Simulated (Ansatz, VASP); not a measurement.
# Be48H95 (V_H1) in two plane-wave programs, part 2 of 2

One calculation is typed for both programs; each brings its own data sets. How far apart do they land? The cell is taken from a series of runs on this material, whose earlier steps may have relaxed, scaled, displaced or heated it; both programs get it as it stands.

VASP 6.6.1 and Ansatz 0.2.0.

So far. Step 2 (VASP: single point, PBEsol): The run ends at a pressure of 0.38 GPa, with forces up to 9.7 eV/Å.

### Step 3. Ansatz: single point, PBEsol

Level of this step: Ansatz beside VASP: Kohn-Sham DFT, plane waves, PBEsol (Ansatz).

Ansatz runs on its default PAW (the set named soft_2) files.

The same cell, functional, mesh and smearing now go to Ansatz.

Input file input.yaml:

```yaml
crystal:
  lattice:
    - [-3.99332615, 8.75735955, 7.53777216]
    - [3.99332615, -8.75735955, 7.53777216]
    - [3.99332615, 8.75735955, -7.53777216]
  atoms:
    - { symbol: Be, position: [0.1253274128, 0.37399701272, 0.25081901387] }
    - { symbol: Be, position: [0.37588518055, 0.13053587211, 0.2531239254] }
[... 1 atom line left out ...]
    - { symbol: Be, position: [0.33476807583, 0.44276175553, 0.27724397778] }
[... 1 atom line left out ...]
    - { symbol: Be, position: [0.42144875076, 0.19625169324, 0.11304018398] }
[... 17 atom lines left out ...]
    - { symbol: Be, position: [0.41670616983, 0.18917839143, 0.60435221633] }
    - { symbol: H, position: [0.28257233934, 0.19565881211, 0.82229904431] }
[... 1 atom line left out ...]
    - { symbol: H, position: [0.37745184833, 0.05240134361, 0.58388846091] }
    - { symbol: H, position: [0.4701153596, 0.29558528929, 0.91295890973] }
    - { symbol: H, position: [0.34266213838, 0.12217546262, 0.96454142694] }
[... 11 atom lines left out ...]
    - { symbol: Be, position: [0.16547819353, 0.55605093912, 0.22306069977] }
[... 1 atom line left out ...]
    - { symbol: H, position: [0.28080648356, 0.69528663058, 0.32364152092] }
    - { symbol: H, position: [0.12943985436, 0.54132350552, 0.3245715238] }
    - { symbol: H, position: [0.37478824597, 0.55211564488, 0.08429760668] }
    - { symbol: H, position: [0.46714210992, 0.79196293063, 0.4126780518] }
    - { symbol: H, position: [0.34205470648, 0.62141494554, 0.46078880004] }
    - { symbol: H, position: [0.0889757885, 0.62668863819, 0.22037394388] }
    - { symbol: H, position: [0.16038806254, 0.88102383599, 0.03955539546] }
[... 1 atom line left out ...]
    - { symbol: H, position: [0.03252054621, 0.70190902706, 0.08182266387] }
    - { symbol: H, position: [0.11987004216, 0.94057539806, 0.41005184796] }
[... 3 atom lines left out ...]
    - { symbol: Be, position: [0.37558626815, 0.62453283035, 0.74899398787] }
[... 8 atom lines left out ...]
    - { symbol: H, position: [0.34354740719, 0.61880462054, 0.95872999481] }
[... 5 atom lines left out ...]
    - { symbol: H, position: [0.37351291605, 0.96081237773, 0.67851252132] }
[... 5 atom lines left out ...]
    - { symbol: Be, position: [0.66103130185, 0.05284471318, 0.22700214501] }
[... 5 atom lines left out ...]
    - { symbol: H, position: [0.84026279225, 0.11295961401, 0.45480059676] }
[... 3 atom lines left out ...]
    - { symbol: H, position: [0.53327252393, 0.21023438451, 0.07825946235] }
[... 9 atom lines left out ...]
    - { symbol: H, position: [0.62992485446, 0.04808788917, 0.82906795812] }
[... 4 atom lines left out ...]
    - { symbol: H, position: [0.66884812408, 0.40041390436, 0.52603546851] }
    - { symbol: H, position: [0.90771206649, 0.36566306332, 0.77318038902] }
    - { symbol: H, position: [0.53092284223, 0.1985979363, 0.57678759791] }
    - { symbol: H, position: [0.62136383555, 0.44445234955, 0.90566960196] }
    - { symbol: H, position: [0.87164652627, 0.45815202567, 0.67386580437] }
    - { symbol: H, position: [0.71766971201, 0.29990723031, 0.66628019302] }
[... 6 atom lines left out ...]
    - { symbol: H, position: [0.777327973, 0.69207280126, 0.32106711163] }
[... 5 atom lines left out ...]
    - { symbol: H, position: [0.65899445459, 0.8787017462, 0.04036851212] }
    - { symbol: H, position: [0.91520170553, 0.8705676968, 0.27595819782] }
[... 2 atom lines left out ...]
    - { symbol: H, position: [0.86702923505, 0.9536134963, 0.17104874482] }
    - { symbol: H, position: [0.71985587743, 0.78887921648, 0.16990784359] }
[... 6 atom lines left out ...]
    - { symbol: H, position: [0.7832332411, 0.6991072637, 0.82456950213] }
    - { symbol: H, position: [0.62370368778, 0.52707376269, 0.79915376585] }
    - { symbol: H, position: [0.8848147821, 0.55773774385, 0.58843739315] }
[... 2 atom lines left out ...]
    - { symbol: H, position: [0.59323226678, 0.63952130941, 0.72165764201] }
    - { symbol: H, position: [0.65536721803, 0.87718372542, 0.54227847977] }
    - { symbol: H, position: [0.90920371458, 0.8711055482, 0.78070937644] }
    - { symbol: H, position: [0.53243824167, 0.71168225432, 0.58991019882] }
    - { symbol: H, position: [0.62092268795, 0.95122204542, 0.91896540392] }
[... 1 atom line left out ...]
    - { symbol: H, position: [0.71839074066, 0.8079573386, 0.680755707] }
  host:
    repeats: [2, 2, 2]
    atoms:
      - { symbol: Be, position: [0.25, 0.75, 0.5] }
      - { symbol: Be, position: [0.75, 0.25, 0.5] }
      # ... 16 more atoms of the perfect host
total_charge: 1
basis:
  ecutwfc: 420
  xc_grid: 2
hamiltonian:
  xc: pbesol
kpoints:
  mp_grid: { grid: [1, 1, 1] }
scf:
  occupations: { method: fermi_dirac, width: 0.01 }
  max_iter: 100
output:
  forces: true
  charged_corrections:
    epsilon: [3.63, 3.74, 3.59]
    static_epsilon: [4.37, 5.16, 5.26]
    defect_position: [0.621773, 0.447316, 0.415093]
checkpoint:
  read: "../qp1.relax_smeared.run"
  write: "../cc1.qp1.lm0.5.run"
  compress: false
  write_wavefunctions: false
  write_every: 100000
```

Started as:

```bash
$ ansatz run input.yaml --threads 4 --pin off --max-ram 7536MiB --backend cpu --events-out ev --progress --plain --runs-dir out
```

Numbers of over 12 decimals in the logs are rounded to 6 here.

Output:

```text
Warning: checkpoint.read: the run can stay near the saved state's solution: 143 site(s) moved relative to the saved geometry (max |Δs| = 1.155e-1 fractional); the SCF starts from the saved state under `checkpoint.density_extrapolation: transplant`, in force with no word given; its orbitals are not used off its sites. A run without `checkpoint.read` takes nothing of the state. A lower free energy from it at the same positions (and U, V and field ramp, if any) shows a solution that this start missed, and an equal or higher one rules none out (checkpoint.read, Limitations, in the input reference)
Engine: ansatz 0.2.0, x86_64-unknown-linux-gnu
Pseudopotentials: kind: paw
Pseudopotential: Be, paw, valence charge 2, recommended cutoff 420 eV (normal), Be.paw.azcp
Pseudopotential: H, paw, valence charge 1, recommended cutoff 420 eV (normal), H.paw.azcp
Functional definition: PBEsol
  exchange = pbesol_x
  correlation = pbesol_c
Crystal: 143 atoms, lattice volume = 1054.414 Å³
Basis set: ecut = 420 eV, 20653 PW (Γ), exchange–correlation on 180×180×180 points (8 copies of the dense FFT grid, shifted against one another)
Bands: 238, of which v1, the nominal top of the filled ones, is band 95 counted from 1 (94 counted from 0)
Symmetry: 1 space group operations
Space group: P1 (ITA 1), of the structure as read, at distance tolerance 1.0e-4 Å
k-points: 1
Non-local potential: Be, projectors of the file, l = 0: 2, l = 1: 2, l = 2: 1
Non-local potential: H, projectors of the file, l = 0: 2, l = 1: 1
PAW form: soft (Blöchl's): semilocal exchange-correlation on the pseudo side does not see the compensation charge
PAW frozen core: Be, regenerated for the run's functional, and the local potential with it (the file was generated under x = pbe(κ = 0.804, μ = 0.219515), c = pbe(β = 0.066725))
PAW one-centre angular grid: Be, 110 points (default); XC on 64 Gauss nodes
PAW one-centre angular grid: H, 110 points (default); XC on 64 Gauss nodes
Initial density: read from a saved state, or passed on in memory by an earlier SCF of this step, an earlier step, the calling program or the single point that the run made first, carried with its atoms to this geometry
Initial wavefunctions: pseudopotential atomic-orbital guess
Functional: x = pbesol(κ = 0.804, μ = 0.123457), c = pbesol(β = 0.046)
SCF iter   1: F=—  HF=-5823.828142 eV  |F-HF|=—  |Δ(HF+E_count)|=         —  Δρ=3.28e-2  dr2=1.84e1  ethr=3.10e-3  ⟨swp⟩=9.0  Hψ=1271  notcnv=0  defer=69
preconditioner: auto → Resta (q_TF=auto, 2.050 Å⁻¹)  ε∞=2.7  [insulator: Δε(μ)=0.022 eV  Ē_g=11.932 eV  σ=0.010 eV  W_gap=0.50  n_scr=150 (ndim 8)  ℏωp=15.8 eV  f_vac=0.002  D(μ)=78.04/eV (n_scr^D=882)  ε∞_Penn≈2.7]
SCF iter   2: F=—  HF=-5821.948037 eV  |F-HF|=—  |Δ(HF+E_count)|=    1.88e0  Δρ=1.77e-2  dr2=5.14e0  ethr=3.10e-3  ⟨swp⟩=2.0  Hψ=284  notcnv=0  defer=130
SCF iter   3: F=—  HF=-5821.053647 eV  |F-HF|=—  |Δ(HF+E_count)|=   8.94e-1  Δρ=9.44e-3  dr2=1.11e0  ethr=2.71e-3  ⟨swp⟩=2.0  Hψ=109  notcnv=0  defer=132
SCF iter   4: F=—  HF=-5821.110694 eV  |F-HF|=—  |Δ(HF+E_count)|=   5.70e-2  Δρ=1.40e-2  dr2=8.35e0  ethr=5.85e-4  ⟨swp⟩=5.0  Hψ=476  notcnv=0  defer=134  recentre
SCF iter   5: F=—  HF=-5820.881162 eV  |F-HF|=—  |Δ(HF+E_count)|=   2.30e-1  Δρ=3.64e-3  dr2=2.59e-1  ethr=5.85e-4  ⟨swp⟩=2.0  Hψ=114  notcnv=0  defer=134
SCF iter   6: F=—  HF=-5820.852735 eV  |F-HF|=—  |Δ(HF+E_count)|=   2.84e-2  Δρ=1.31e-3  dr2=6.73e-2  ethr=1.36e-4  ⟨swp⟩=2.0  Hψ=109  notcnv=0  defer=7
automatic band count: iteration 6 solves 110 bands in place of 238: the levels show a gap, and the empty bands left out lie too high to hold charge; the band table lists the bands solved (type scf.n_extra_bands for more)
SCF iter   7: F=—  HF=-5820.848060 eV  |F-HF|=—  |Δ(HF+E_count)|=   4.67e-3  Δρ=9.07e-4  dr2=3.63e-2  ethr=3.54e-5  ⟨swp⟩=2.0  Hψ=105  notcnv=0  defer=7
SCF iter   8: F=—  HF=-5820.845689 eV  |F-HF|=—  |Δ(HF+E_count)|=   2.37e-3  Δρ=6.05e-4  dr2=1.63e-2  ethr=1.91e-5  ⟨swp⟩=1.0  Hψ=102  notcnv=0  defer=8
SCF iter   9: F=—  HF=-5820.844172 eV  |F-HF|=—  |Δ(HF+E_count)|=   1.52e-3  Δρ=3.57e-4  dr2=5.54e-3  ethr=8.60e-6  ⟨swp⟩=2.0  Hψ=108  notcnv=0  defer=8
SCF iter  10: F=—  HF=-5820.843651 eV  |F-HF|=—  |Δ(HF+E_count)|=   5.21e-4  Δρ=1.45e-4  dr2=9.27e-4  ethr=2.91e-6  ⟨swp⟩=1.0  Hψ=102  notcnv=0  defer=8
SCF iter  11: F=—  HF=-5820.843575 eV  |F-HF|=—  |Δ(HF+E_count)|=   7.64e-5  Δρ=8.43e-5  dr2=3.29e-4  ethr=4.88e-7  ⟨swp⟩=2.0  Hψ=173  notcnv=0  defer=8
SCF iter  12: F=—  HF=-5820.843523 eV  |F-HF|=—  |Δ(HF+E_count)|=   5.16e-5  Δρ=2.45e-5  dr2=2.79e-5  ethr=1.73e-7  ⟨swp⟩=1.0  Hψ=102  notcnv=0  defer=8
SCF iter  13: F=—  HF=-5820.843442 eV  |F-HF|=—  |Δ(HF+E_count)|=   8.14e-5  Δρ=4.27e-6  dr2=7.61e-7  ethr=1.47e-8  ⟨swp⟩=1.0  Hψ=110  notcnv=0  defer=8
[...]
atom  11  H     -0.01083339    -0.01253078     0.02721144
  atom  12  H     -0.04449928    -0.03498069    -0.00267728
  atom  13  H      0.00376317     0.03527666     0.00031568
  atom  14  H      0.03814275     0.30719247     0.04797603
  atom  15  H     -0.01207362    -0.01140637    -0.01264159
  atom  16  H      0.00063585     0.00834901     0.01963004
  atom  17  H     -0.02049414     0.05929873    -0.03780735
  atom  18  H     -0.03196958     0.08558251     0.07920038
  atom  19  Be     0.05937302    -0.02630199    -0.04922517
  atom  20  Be     0.03033523    -0.07433673    -0.05796700
  atom  21  Be    -0.00077178     0.00312796     0.02970149
  atom  22  Be     0.00751592    -0.03486684    -0.04432381
  atom  23  Be     0.00989109    -0.09653435    -0.04913197
  atom  24  Be     0.05415797    -0.08277276    -0.02815588
  atom  25  H      0.01569634     0.05357582     0.06795823
  atom  26  H      0.00225878     0.03073978    -0.01890220
  atom  27  H     -0.05268956     0.02720261    -0.02258207
  atom  28  H      0.04759158     0.07965637     0.04717179
  atom  29  H      0.46783564     0.08688261     0.11564445
  atom  30  H     -0.01867910     0.01190668    -0.00120390
  atom  31  H     -0.00588896     0.00891159     0.01155634
  atom  32  H     -0.02820804     0.06361736     0.01313871
  atom  33  H     -0.01954324    -0.01217472    -0.00703734
  atom  34  H      0.00769540     0.00311261     0.00942517
[...]
atom 136  H      0.01429191    -0.03448023    -0.00828979
  atom 137  H     -0.04798969    -0.12782785     0.04351036
  atom 138  H     -0.01575266     0.00688623     0.00182985
  atom 139  H      0.00448119    -0.02566876    -0.04665907
  atom 140  H     -0.10056028     0.00463881    -0.00108728
  atom 141  H      0.11438109     0.06073616     0.02440159
  atom 142  H     -0.03516548    -0.01076926    -0.06505185
  atom 143  H     -0.02789945    -0.03038824    -0.09558216
  max |Σ_I F_I| component: 4.73e-5 eV/Å
--- Charged-cell corrections in eV (Makov–Payne, q = +1.000 e, ε = [3.630, 3.740, 3.590] of the electrons, [4.370, 5.160, 5.260] with the ions) ---
  F (periodic)     = -5820.843442  (uncorrected; the corrections below are reported, never added to it)
  E_corr1          = +0.526012  (monopole, q²α_M/2ε̄L, of the cell on which ε is isotropic)
  F Makov-Payne    = n/a  (the rows are of the electrons' constant alone; ansatz place-levels tells what screens the charge)
  no potential alignment in this run, which stands beside a crystal: run the host's input off ansatz write-host-input, and read the two finished runs by ansatz place-levels (neither reads a slab, a wire or a sheet, whose cell leaves a vacuum)
--- Band table (eV) ---
  k-point 0: bands = [... 91 lower, -1.0064, -0.9918, -0.9548, -0.8908, -0.7050, 3.4582, 3.8039, 4.1581, ... 11 higher]
```

Reading the cycles: dr2 is the Hartree energy of the density residual (eV), the measure of convergence; HF is the Harris–Foulkes estimate of the energy, which meets the free energy F at convergence.

### Step 4. Side by side

Known differences besides the potentials themselves: the cutoff is 420 eV in Ansatz and 520 eV in VASP (PREC = Accurate, projectors in real space); Ansatz makes its cores anew for this functional, VASP keeps those of its PBE data sets. Total energies have different zeros and are not compared.

Both answers:

```
              quantity  Ansatz   VASP  difference
gap on the k mesh (eV)   0.186  0.187      -0.001
```

Forces on 10 of the 143 atoms, those with the largest forces and the largest differences (eV/Å; atoms numbered as in POSCAR):

```
atom          Ansatz x, y, z            VASP x, y, z
Be25   -3.175, -5.123, 7.658   -3.171, -5.126, 7.664
Be27    0.963, 4.924, -8.032    0.965, 4.927, -8.034
Be29    -0.599, 0.320, 0.606    -0.595, 0.318, 0.605
Be37   -0.516, 0.417, -0.569   -0.519, 0.416, -0.569
 H51    0.044, -0.055, 0.197    0.031, -0.057, 0.193
 H98    0.600, -0.512, 0.301    0.613, -0.513, 0.299
H102    1.200, -0.811, 0.601    1.200, -0.818, 0.600
H107   0.546, -0.157, -0.846   0.537, -0.160, -0.850
H120  -0.050, -0.042, -0.150  -0.038, -0.043, -0.145
H121   -0.332, 0.536, -0.642   -0.326, 0.538, -0.645
```

The forces differ by 5.5 meV/Å r.m.s., which is 0.8 % of the r.m.s. force of 0.679 eV/Å (both taken over all components). A gap on the mesh is an upper bound, since the band edges may lie between its points. The cell carries a charge of +1 e against a uniform background, so its pressure also hangs on how the neutralising background is counted, and in a defect's cell a gap may be the spacing between its levels.

### Step 5. What came out

```
r.m.s. force difference (single point, PBEsol) : 0.82 % of the r.m.s. force
```

The r.m.s. force difference is 0.82 % of the r.m.s. force (single point, PBEsol), within the 3 % picked in this series as the mark of a large difference. Such differences can come from data sets, numerical settings and the points named under the comparisons, not from the functional's error against experiment.

[Lines on the potential files, build, host, timing and source positions are cut from VASP's logs without a mark.]

[Logs are printed without paths, hosts, clocks, repeated set-up lines and the standing remarks that a program may print on its own settings, such as how far it seeks lower states.]

[Hosts, paths, dates, database ids (printed as entryN), source tags and the programs' standing remarks are cut or masked in the printed files.]
